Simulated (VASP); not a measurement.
Input:

```
C
1.0
    0.00000     1.78681     1.78681
    1.78681     0.00000     1.78681
    1.78681     1.78681     0.00000
C
2
Direct
  0.50000   0.50000   0.50000
  0.75000   0.75000   0.75000
```

The numbers are results of PBE GGA, VASP's PBE PAW potentials (set 64) (plane waves; VASP 6.6.1), not measurements. Settings: 500 eV cut-off, Gaussian smearing of 0.050 eV, potentials C.

**Question.** Give the energies of bands 2 to 7 at the high-symmetry points, in eV from the valence-band maximum.

**Answer.** 
```tsv
band	Γ	X	U	L	W
2	0.00	-12.72	-11.69	-13.31	-11.94
3	0.00	-6.26	-9.26	-2.79	-8.27
4	0.00	-6.26	-5.33	-2.79	-8.27
5	5.58	4.75	5.66	8.44	10.60
6	5.58	4.75	10.70	8.44	10.60
7	5.58	16.72	14.30	8.77	12.24
```

The gap is indirect, 4.12 eV, from the valence maximum at Γ to the conduction minimum at Γ-X at 0.71.

The structure comes from a computed database's C entry (Fd-3m); how it stands against other phases isn't given here. It was relaxed first.
